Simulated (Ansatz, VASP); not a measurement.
# Te2Mo: VASP beside Ansatz, part 2 of 2

Aim: how closely do two programs agree when they are given the same cell, functional and k mesh? The cell is taken from a series of runs on this material, whose earlier steps may have relaxed, scaled, displaced or heated it; both programs get it as it stands.

VASP 6.6.1 and Ansatz 0.2.0.

So far. Step 2 (VASP: single point, PBE0): The run ends at a pressure of -1.23 GPa, with forces up to 0.36 eV/Å.

## Step 3: Ansatz: single point, PBE0

Level of this step: Ansatz beside VASP: Kohn-Sham DFT, plane waves, PBE0 (Ansatz).

Ansatz runs on its default PAW (the set named soft_2) files.

The same cell, functional and mesh now go to Ansatz, which takes its cutoff from its data sets.

The input, input.yaml:

```yaml
crystal:
  lattice:
    - [3.5182, 0.0, 0.0]
    - [-1.7591, 3.0468505756, 0.0]
    - [0.0, 0.0, 13.9736]
  atoms:
    - { symbol: Te, position: [0.3333333333, 0.6666666667, 0.621] }
    - { symbol: Te, position: [0.6666666667, 0.3333333333, 0.121] }
    - { symbol: Te, position: [0.3333333333, 0.6666666667, 0.879] }
    - { symbol: Te, position: [0.6666666667, 0.3333333333, 0.379] }
    - { symbol: Mo, position: [0.3333333333, 0.6666666667, 0.25] }
    - { symbol: Mo, position: [0.6666666667, 0.3333333333, 0.75] }
kpoints:
  mp_grid: { grid: [6, 6, 2] }
  band_path:
    path:
      - [0.0, 0.0, 0.0]
      - [0.5, 0.0, 0.0]
      - [0.33333333, 0.33333333, 0.0]
      - [0.0, 0.0, 0.5]
      - [0.5, 0.0, 0.5]
      - [0.33333333, 0.33333333, 0.5]
      - [0.199999998, 0.199999998, 0.0]
    npoints: 1
hamiltonian:
  xc: pbe0
scf:
  occupations: { method: fixed }
  n_extra_bands: 6
output:
  eigenvalues: true
  write_density: true
  write_potential: true
  elf: true
  volumetric_format: npy
```

On the command line:

```sh
ansatz run input.yaml --threads 3 --pin off --max-ram 92160MiB --backend cuda --devices 1 --max-vram 13GiB --events-out ev --progress --plain --runs-dir out
```

Numbers of over 12 decimals in the logs are rounded to 6 here.

Log:

```text
scf.n_extra_bands = 6 over 46 filled bands (N_el = 92.0): the run solves 52 bands
GPUs: using 1 of 1 available (devices: 1).
Engine: ansatz 0.2.0, x86_64-unknown-linux-gnu
Pseudopotentials: kind: paw
Pseudopotential: Te, paw, valence charge 16, recommended cutoff 420 eV (normal), Te.paw.azcp
Pseudopotential: Mo, paw, valence charge 14, recommended cutoff 420 eV (normal), Mo.paw.azcp
Functional definition: PBE0
  parameter a = 0.25
  parameter kappa = 0.804
  parameter beta = 0.066725
  exchange = (1 - a)*pbe_x(kappa = kappa, mu = beta*pi^2/3) + a*exact_x
  correlation = pbe_c(beta = beta)
davidson cushion auto → on  (no smearing: the cushion is to keep the highest requested band from converging to the state above it; pin scf.eigensolver.cushion to override)
device memory: the entry about to start is reckoned to put 2.5 GiB on a device that reports 47.7 GiB free (of which the cap on the GPU budget leaves the run 13.0 GiB)
GPU FFT provider: cuFFT
GPU libraries: cuBLAS 13.8.2, cuFFT 12.4.0, cuSOLVER 12.3.4
Crystal: 6 atoms, lattice volume = 149.789 Å³
Basis set: ecut = 420 eV, 2909 PW (Γ)
Bands: 52, of which v1, the nominal top of the filled ones, is band 46 counted from 1 (45 counted from 0)
Symmetry: 24 space group operations
Space group: P63/mmc (ITA 194), of the structure as read, at distance tolerance 5.3e-5 Å
k-points: 14 of 72
Non-local potential: Te, projectors of the file, l = 0: 2, l = 1: 2, l = 2: 2, l = 3: 2
Non-local potential: Mo, projectors of the file, l = 0: 3, l = 1: 2, l = 2: 2, l = 3: 1
PAW form: soft (Blöchl's): semilocal exchange-correlation on the pseudo side does not see the compensation charge
PAW frozen core: Te, regenerated for the run's functional, and the local potential with it (the file was generated under x = pbe(κ = 0.804, μ = 0.219515), c = pbe(β = 0.066725))
PAW frozen core: Mo, regenerated for the run's functional, and the local potential with it (the file was generated under x = pbe(κ = 0.804, μ = 0.219515), c = pbe(β = 0.066725))
PAW one-centre angular grid: Te, 590 points (default); XC on 64 Gauss nodes
PAW one-centre angular grid: Mo, 590 points (default); XC on 64 Gauss nodes
Initial density: superposition of atomic densities (neutral atoms: chi_scale 0, normalization atom), corrected by the library's trained network
Initial wavefunctions: pseudopotential atomic-orbital guess
GPU buffer pool allocated for 55296 grid points (all kernels)
GPU transforms: local potential and band sums: pruned to the plane-wave sphere, on 24×24×96
Functional: x = pbe(κ = 0.804, μ = 0.219515), c = pbe(β = 0.066725), warm-up for x = 0.75 pbe(κ = 0.804, μ = 0.219515) + 0.25 exact, c = pbe(β = 0.066725)
SCF iter   1: F=—  HF=-37833.385749 eV  |F-HF|=—  |Δ(HF+E_count)|=         —  Δρ=4.38e-3  dr2=1.33e-2  ethr=1.77e-3  ⟨swp⟩=5.4  Hψ=2974  notcnv=0
preconditioner: auto → none  [insulator: Δε(μ)=0.828 eV  Ē_g=6.434 eV  n_scr=52 (ndim 8)  ℏωp=18.2 eV  f_vac=0.021]
SCF iter   2: F=—  HF=-37833.401861 eV  |F-HF|=—  |Δ(HF+E_count)|=   1.61e-2  Δρ=3.89e-3  dr2=6.27e-2  ethr=1.44e-5  ⟨swp⟩=4.2  Hψ=2223  notcnv=0
SCF iter   3: F=—  HF=-37833.398435 eV  |F-HF|=—  |Δ(HF+E_count)|=   3.43e-3  Δρ=2.55e-3  dr2=2.14e-2  ethr=1.44e-5  ⟨swp⟩=4.0  Hψ=1924  notcnv=0
SCF iter   4: F=—  HF=-37833.398420 eV  |F-HF|=—  |Δ(HF+E_count)|=   1.44e-5  Δρ=1.01e-3  dr2=3.00e-3  ethr=1.44e-5  ⟨swp⟩=2.4  Hψ=1620  notcnv=0
iter 5 solved again at ethr=8.79e-8 eV; its pass at ethr=3.26e-6 eV (dr2=8.09e-5 eV) is discarded
SCF iter   5: F=—  HF=-37833.398521 eV  |F-HF|=—  |Δ(HF+E_count)|=   1.00e-4  Δρ=1.80e-4  dr2=7.42e-5  ethr=8.79e-8  ⟨swp⟩=3.1  Hψ=3395  notcnv=0
SCF iter   6: F=-37833.398534 eV  HF=-37833.398534 eV  |F-HF|=1.17e-8  |Δ(HF+E_count)|=   1.35e-5  Δρ=2.40e-5  dr2=1.01e-6  ethr=8.07e-8  ⟨swp⟩=3.0  Hψ=1718  notcnv=0
SCF 1 stopped early in 6 iterations: F = -37833.398534 eV  dr2 = 1.01e-6
  greatest PAW one-centre occupation: 0.998 electrons in one spin orbital (limit 2), on the Mo atom at site 5 (counted from 0), in its partial waves of l = 0
device memory: the entry about to start is reckoned to put 3.1 GiB (of the 3.2 GiB reckoned in all, the device holds 0.1 GiB already) on a device that reports 47.6 GiB free (of which the cap on the GPU budget leaves the run 13.0 GiB)
GPU FFT provider: cuFFT
GPU libraries: cuBLAS 13.8.2, cuFFT 12.4.0, cuSOLVER 12.3.4
Initial density: handed on by an earlier stage of this run
Initial wavefunctions: those handed on with the density
GPU buffer pool allocated for 55296 grid points (all kernels)
GPU transforms: local potential and band sums: pruned to the plane-wave sphere, on 24×24×96
Functional: x = 0.75 pbe(κ = 0.804, μ = 0.219515) + 0.25 exact, c = pbe(β = 0.066725)
Exchange kernel: α = 0.2500, full range, Wigner–Seitz truncation, v(0) = 16583.2485 eV·Å³, q-mesh 6×6×2, nearest image of the exchange supercell L = 21.11 Å, pair-density grid 15×15×60, without the augmentation charges, whose exchange is taken in its separable form by FFT convolution over the k-point mesh (sized by the pseudopotential files, 24×24×96 at the most), smooth part of the exact exchange by density-matrix convolution in up to 5.10 GiB of GPU memory as planned if the GPU has room (build and FFT work areas not counted)
Frozen-core exchange: fock
SCF iter   1: F=—  HF=-37850.943356 eV  |F-HF|=—  |Δ(HF+E_count)|=         —  Δρ=9.78e-3  dr2=3.08e-1  ethr=1.09e-8  ⟨swp⟩=9.1  Hψ=4661  notcnv=0
preconditioner: auto → none  [insulator: Δε(μ)=1.810 eV  Ē_g=8.300 eV  n_scr=52 (ndim 8)  ℏωp=18.2 eV  f_vac=0.019]
SCF iter   2: F=—  HF=-37851.046176 eV  |F-HF|=—  |Δ(HF+E_count)|=   1.03e-1  Δρ=1.35e-2  dr2=1.08e0  ethr=1.09e-8  ⟨swp⟩=8.1  Hψ=4677  notcnv=0  recentre
SCF iter   3: F=—  HF=-37850.891676 eV  |F-HF|=—  |Δ(HF+E_count)|=   1.55e-1  Δρ=3.27e-3  dr2=2.72e-2  ethr=1.09e-8  ⟨swp⟩=8.1  Hψ=4586  notcnv=0  defer=2
SCF iter   4: F=—  HF=-37850.914833 eV  |F-HF|=—  |Δ(HF+E_count)|=   2.32e-2  Δρ=2.07e-3  dr2=1.01e-2  ethr=1.09e-8  ⟨swp⟩=5.9  Hψ=3515  notcnv=0
SCF iter   5: F=—  HF=-37850.912840 eV  |F-HF|=—  |Δ(HF+E_count)|=   1.99e-3  Δρ=5.56e-4  dr2=5.88e-4  ethr=1.09e-8  ⟨swp⟩=6.0  Hψ=3319  notcnv=0
SCF iter   6: F=—  HF=-37850.914593 eV  |F-HF|=—  |Δ(HF+E_count)|=   1.75e-3  Δρ=4.80e-4  dr2=1.07e-3  ethr=1.09e-8  ⟨swp⟩=4.9  Hψ=2806  notcnv=0
SCF iter   7: F=-37850.914427 eV  HF=-37850.914428 eV  |F-HF|=4.57e-7  |Δ(HF+E_count)|=   1.65e-4  Δρ=3.75e-5  dr2=1.37e-5  ethr=1.09e-8  ⟨swp⟩=4.9  Hψ=2406  notcnv=0
SCF 2 stopped early in 7 iterations: F = -37850.914427 eV  dr2 = 1.37e-5
hybrid outer 1: dexx = +3.489e-2 eV, tail = 2.85e-4 eV
GPU FFT provider: cuFFT
GPU libraries: cuBLAS 13.8.2, cuFFT 12.4.0, cuSOLVER 12.3.4
GPU buffer pool allocated for 55296 grid points (all kernels)
GPU transforms: local potential and band sums: pruned to the plane-wave sphere, on 24×24×96
Exchange kernel: α = 0.2500, full range, Wigner–Seitz truncation, v(0) = 16583.2485 eV·Å³, q-mesh 6×6×2, nearest image of the exchange supercell L = 21.11 Å, pair-density grid 15×15×60, without the augmentation charges, whose exchange is taken in its separable form by FFT convolution over the k-point mesh (sized by the pseudopotential files, 24×24×96 at the most), smooth part of the exact exchange by density-matrix convolution in up to 5.10 GiB of GPU memory as planned if the GPU has room (build and FFT work areas not counted)
Frozen-core exchange: fock
SCF iter   1: F=—  HF=-37850.914705 eV  |F-HF|=—  |Δ(HF+E_count)|=         —  Δρ=6.66e-5  dr2=9.58e-6  ethr=1.55e-6  ⟨swp⟩=2.0  Hψ=1610  notcnv=0
preconditioner: auto → none  [insulator: Δε(μ)=1.882 eV  Ē_g=8.215 eV  n_scr=52 (ndim 8)  ℏωp=18.2 eV  f_vac=0.020]
SCF iter   2: F=—  HF=-37850.914716 eV  |F-HF|=—  |Δ(HF+E_count)|=   1.07e-5  Δρ=3.65e-5  dr2=2.60e-6  ethr=8.41e-9  ⟨swp⟩=4.0  Hψ=2404  notcnv=0
iter 3 solved again at ethr=9.96e-11 eV; its pass at ethr=2.37e-9 eV (dr2=9.16e-8 eV) is discarded
SCF iter   3: F=—  HF=-37850.914715 eV  |F-HF|=—  |Δ(HF+E_count)|=   5.58e-7  Δρ=1.32e-5  dr2=3.07e-7  ethr=9.96e-11  ⟨swp⟩=3.2  Hψ=3539  notcnv=0
eigensolver tolerance schedule: the retry pair's looser diagonalisation over-reported the residual by 0.12 of it (diagonalisation noise at 0.12 of the residual, at the tolerance the schedule requests for it); recorded, not acted on — ethr = c·dr2/N_el stays at c = 1.0e-1
SCF iter   4: F=—  HF=-37850.914716 eV  |F-HF|=—  |Δ(HF+E_count)|=   1.41e-6  Δρ=7.54e-6  dr2=1.81e-7  ethr=8.91e-11  ⟨swp⟩=4.5  Hψ=2158  notcnv=0
SCF iter   5: F=-37850.914716 eV  HF=-37850.914716 eV  |F-HF|=4.51e-10  |Δ(HF+E_count)|=   3.13e-8  Δρ=1.05e-6  dr2=3.02e-8  ethr=8.91e-11  ⟨swp⟩=3.0  Hψ=1806  notcnv=0
SCF 3 converged in 5 iterations: F = -37850.914716 eV  dr2 = 3.02e-8
hybrid outer 2: dexx = +1.802e-5 eV, tail = 1.69e-7 eV, Δε = 2.14e-3 eV (about 8.94e-5 eV left of the loop's levels)
device memory: the entry about to start is reckoned to put 1.0 GiB on a device that reports 51.3 GiB free (of which the cap on the GPU budget leaves the run 13.0 GiB)
NSCF: frozen V_eff on 7 k-points
hybrid SCF converged: 2 outer / 12 inner (+6 warm-up), last move |dexx| = 1.80e-5 eV, tail = 1.69e-7 eV
Stability not checked: this state was not tested for a lower state beside it, because the functional holds exact exchange (a hybrid, or Hartree-Fock), whose exchange loop this test does not read (fock_operator; see scf.lower_state_search)
Free energy (F): -37850.914717 eV
Frozen-core exchange: fock
Harris-Foulkes:  -37850.914717 eV  (|F-HF|=4.51e-10)
Internal energy: -37850.914717 eV  (E = F + TS)
E sigma→0 (E₀):  -37850.914717 eV
Fermi energy:    11.839389 eV
--- Per-component energies (eV) ---
  E_band       = -1376.904465
  E_kinetic    = 1605.109516
  E_local      = -7371.541192  (includes V_loc(G=0)·N_el)
  E_nonlocal   = -960.987806
  E_hartree    = 4130.883714
  E_xc         = -668.474453
  E_vxc        = -677.790424  (∫ρ·V_xc dr)
  E_exx        = -302.645835  (= α·E_x^exact, valence–valence)
  E_paw        = -24965.099951  (= ΣΔE_a)
  E_vpaw       = -1628.169914  (= ΣTr[D̂ρ^β])
  E_aug_tail   = -0.000615  (compensation charges beyond the density's cutoff)
  E_ewald      = -9316.621616
  E_core_change = -1.536481  (= ΣΔE_core)
  E_smearing   = -0.000000  (= −TS)
  E_closure    = -0.000000  (closes the sum)
  Σ components = -37850.914717   (vs F -37850.914717, Δ=0.00e0)
--- Band table (eV; the first three rows and the last of 14) ---
  k-point 0: bands = [... 42 lower, 10.6694, 10.6694, 11.3821, 11.8394, 16.0104, 16.0104, 16.1617, 16.1617, ... 2 higher]
  k-point 1: bands = [... 42 lower, 10.6485, 10.6485, 11.7218, 11.7218, 16.0533, 16.0533, 16.0533, 16.0533, ... 2 higher]
  k-point 2: bands = [... 42 lower, 10.4116, 10.6800, 11.3236, 11.4495, 14.8454, 15.1348, 15.1608, 15.4070, ... 2 higher]
  k-point 13: bands = [... 42 lower, 9.4949, 9.4949, 11.6333, 11.6333, 13.9057, 13.9057, 14.6244, 14.6244, ... 2 higher]
```

## Step 4: Comparison

Known differences besides the potentials themselves: exact exchange at q = 0 is treated differently, which shows on coarse meshes; VASP keeps PBE cores, Ansatz makes them for the functional; fixed occupations in Ansatz, narrow Gaussian smearing in VASP; the data sets hold 92 valence electrons in Ansatz (on its default PAW (the set named soft_2) files) and 52 in VASP; the cutoff is 420 eV in Ansatz and 400 eV in VASP; VASP takes a coarser grid for exact exchange (PRECFOCK = Fast). Total energies have different zeros and are not compared.

Both answers:

| quantity | Ansatz | VASP | difference |
| --- | --- | --- | --- |
| gap on the k mesh (eV) | 1.883 | 1.894 | -0.011 |

A gap on the mesh is an upper bound, since the band edges may lie between its points.

## Step 5: Results

```json
{
  "difference in gap on the k mesh (single point, PBE0)": "-0.011 eV"
}
```

In words: The difference in gap on the k mesh is -0.011 eV (single point, PBE0), within the 0.08 eV picked in this series as the mark of a large difference. The data sets hold unlike numbers of valence electrons (92 in Ansatz and 52 in VASP), so part of the differences comes from the potentials. Such differences can come from data sets, numerical settings and the points named under the comparisons, not from the functional's error against experiment.

[Lines on the potential files, build, host, timing and source positions are cut from VASP's logs without a mark.]

[Logs are printed without paths, hosts, clocks, repeated set-up lines and the standing remarks that a program may print on its own settings, such as how far it seeks lower states.]

[Hosts, paths, dates, database ids (printed as entryN), source tags and the programs' standing remarks are cut or masked in the printed files.]
